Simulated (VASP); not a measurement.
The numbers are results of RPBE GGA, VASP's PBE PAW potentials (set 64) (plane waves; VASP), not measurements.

The input files of a VASP run:

INCAR:
```
# general
SYSTEM  = InAs
PREC    = Accurate
ENCUT   = 520
LREAL   = .FALSE.
LASPH   = .TRUE.

# electronic loop
EDIFF   = 1E-7
NELM    = 100
ALGO    = Normal
LMAXMIX = 4

# smearing
ISMEAR  = -5

# functional
GGA     = RP

# ions
ISIF    = 2

# output
LWAVE   = .FALSE.
LCHARG  = .TRUE.
LORBIT  = 11
NEDOS   = 601
```

KPOINTS:
```
Automatic mesh
0
Gamma
11 11 11
0 0 0
```

### POSCAR
```
InAs
1
    0.0000000000     3.1285464572     3.1285464572
    3.1285464572     0.0000000000     3.1285464572
    3.1285464572     3.1285464572     0.0000000000
In As
1 1
Direct
  0.0000000000   0.0000000000   0.0000000000
  0.2500000000   0.2500000000   0.2500000000
```

POTCAR, in this order: In_d As (PBE.64 set). Program: vasp_std.

The resulting files:

OUTCAR:
```
 ion  position               nearest neighbor table
   1  0.000  0.000  0.000-   2 2.71   2 2.71   2 2.71   2 2.71
   2  0.250  0.250  0.250-   1 2.71   1 2.71   1 2.71   1 2.71
  LATTYP: Found a face centered cubic cell.
 ALAT       =     6.2570929144
 Subroutine PRICEL returns:
 Original cell was already a primitive cell.
 Subroutine GETGRP returns: Found 24 space group operations
The static configuration has the point symmetry T_d .
The dynamic configuration has the point symmetry T_d .
 Subroutine INISYM returns: Found 24 space group operations
 Subroutine IBZKPT returns following result:
 Found     56 irreducible k-points:

 Following reciprocal coordinates:
            Coordinates               Weight
  0.000000  0.000000  0.000000      1.000000
  0.090909  0.000000  0.000000      8.000000
  0.181818  0.000000  0.000000      8.000000
  0.272727  0.000000  0.000000      8.000000
  0.363636  0.000000  0.000000      8.000000
  0.454545  0.000000  0.000000      8.000000
  0.090909  0.090909  0.000000      6.000000
  0.181818  0.090909  0.000000     24.000000
  0.272727  0.090909  0.000000     24.000000
  0.363636  0.090909  0.000000     24.000000
  0.454545  0.090909  0.000000     24.000000
 -0.454545  0.090909  0.000000     24.000000
 -0.363636  0.090909  0.000000     24.000000
 -0.272727  0.090909  0.000000     24.000000
 -0.181818  0.090909  0.000000     24.000000
 -0.090909  0.090909  0.000000     12.000000
  0.181818  0.181818  0.000000      6.000000
  0.272727  0.181818  0.000000     24.000000
  0.363636  0.181818  0.000000     24.000000
  0.454545  0.181818  0.000000     24.000000
 -0.454545  0.181818  0.000000     24.000000
 -0.363636  0.181818  0.000000     24.000000
 -0.272727  0.181818  0.000000     24.000000
 -0.181818  0.181818  0.000000     12.000000
  0.272727  0.272727  0.000000      6.000000
  0.363636  0.272727  0.000000     24.000000
  0.454545  0.272727  0.000000     24.000000
 -0.454545  0.272727  0.000000     24.000000
 -0.363636  0.272727  0.000000     24.000000
 -0.272727  0.272727  0.000000     12.000000
  0.363636  0.363636  0.000000      6.000000
  0.454545  0.363636  0.000000     24.000000
 -0.454545  0.363636  0.000000     24.000000
 -0.363636  0.363636  0.000000     12.000000
  0.454545  0.454545  0.000000      6.000000
 -0.454545  0.454545  0.000000     12.000000
  0.272727  0.181818  0.090909     24.000000
  0.363636  0.181818  0.090909     48.000000
  0.454545  0.181818  0.090909     48.000000
 -0.454545  0.181818  0.090909     48.000000
   k-points           NKPTS =     56   k-points in BZ     NKDIM =     56   number of bands    NBANDS=     13
   number of dos      NEDOS =    601   number of ions     NIONS =      2
   total plane-waves  NPLWV =  46656
   dimension x,y,z NGX =    36 NGY =   36 NGZ =   36
   dimension x,y,z NGXF=    72 NGYF=   72 NGZF=   72
   ions per type =               1   1
   PREC   = accura    normal or accurate (medium, high low for compatibility)
   ISTART =      0    job   : 0-new  1-cont  2-samecut
   ICHARG =      2    charge: 1-file 2-atom 10-const
   ISPIN  =      1    spin polarized calculation?
   LNONCOLLINEAR =      F non collinear calculations
   LSORBIT =      F    spin-orbit coupling
   INIWAV =      1    electr: 0-lowe 1-rand  2-diag
   ENCUT  =  520.0 eV  38.22 Ry    6.18 a.u.   8.23  8.23  8.23*2*pi/ulx,y,z
   NELM   =    100;   NELMIN=  2; NELMDL= -5     # of ELM steps
   EDIFF  = 0.1E-06   stopping-criterion for ELM
   LREAL  =      F    real-space projection
   NLSPLINE    = F    spline interpolate recip. space projectors
   LMAXMIX     =    4 max onsite mixed and CHGCAR
...
```

### OSZICAR
```
       N       E                     dE             d eps       ncg     rms          rms(c)
DAV:   1     0.112344668290E+03    0.11234E+03   -0.84945E+03  1466   0.146E+03
DAV:   2     0.107415883388E+01   -0.11127E+03   -0.10857E+03  1531   0.315E+02
DAV:   3    -0.703805175777E+01   -0.81122E+01   -0.80564E+01  1926   0.901E+01
DAV:   4    -0.725577023197E+01   -0.21772E+00   -0.21760E+00  1635   0.169E+01
DAV:   5    -0.726627087571E+01   -0.10501E-01   -0.10500E-01  2160   0.330E+00    0.385E+00
DAV:   6    -0.705561374427E+01    0.21066E+00   -0.41498E-01  2154   0.106E+01    0.221E+00
DAV:   7    -0.704735589885E+01    0.82578E-02   -0.12471E-01  1993   0.302E+00    0.727E-01
DAV:   8    -0.705289437793E+01   -0.55385E-02   -0.13930E-02  1591   0.158E+00    0.149E-01
DAV:   9    -0.705449019275E+01   -0.15958E-02   -0.20420E-03  1771   0.478E-01    0.958E-02
DAV:  10    -0.705482217425E+01   -0.33198E-03   -0.33905E-04  1691   0.198E-01    0.553E-02
DAV:  11    -0.705500713964E+01   -0.18497E-03   -0.58879E-04  1576   0.183E-01    0.338E-02
DAV:  12    -0.705500687839E+01    0.26124E-06   -0.11953E-05  1696   0.283E-02    0.153E-02
DAV:  13    -0.705500899779E+01   -0.21194E-05   -0.68000E-06  1651   0.191E-02    0.604E-03
DAV:  14    -0.705500974106E+01   -0.74326E-06   -0.71809E-07  1711   0.630E-03    0.218E-03
DAV:  15    -0.705500982986E+01   -0.88801E-07   -0.23923E-08  1223   0.151E-03
   1 F= -.70550098E+01 E0= -.70550098E+01  d E =0.000000E+00
```

**OUTCAR**
```
------------------------ aborting loop because EDIFF is reached ----------------------------------------
  FORCE on cell =-STRESS in cart. coord.  units (eV):
  Direction    XX          YY          ZZ          XY          YZ          ZX
  --------------------------------------------------------------------------------------
  Total       -0.0018087     -0.0018087     -0.0018087      0.0000000      0.0000000     -0.0000000
  in kB       -0.0473173     -0.0473173     -0.0473173      0.0000000      0.0000000     -0.0000000
  external PRESSURE =      -0.0473173 kB  Pullay stress =       0.0000000 kB
  volume of cell :       61.24
      direct lattice vectors                 reciprocal lattice vectors
     0.000000000  3.128546457  3.128546457    -0.159818627  0.159818627  0.159818627
     3.128546457  0.000000000  3.128546457     0.159818627 -0.159818627  0.159818627
     3.128546457  3.128546457  0.000000000     0.159818627  0.159818627 -0.159818627
  FREE ENERGIE OF THE ION-ELECTRON SYSTEM (eV)
  ---------------------------------------------------
  free  energy   TOTEN  =        -7.0550098299 eV

  energy  without entropy=       -7.0550098299  energy(sigma->0) =       -7.05500983

 total charge

# of ion       s       p       d       tot
------------------------------------------
    1        0.847   0.636   9.876  11.359
    2        1.222   1.514   0.017   2.753
--------------------------------------------------
tot          2.069   2.150   9.893  14.112
```
(Selected blocks of OUTCAR.)

For a metal the tetrahedron method with Blöchl corrections gives inexact stress and forces.

The compound is InAs in the zinc blende structure. It was relaxed first, which changed the volume by +10 %.
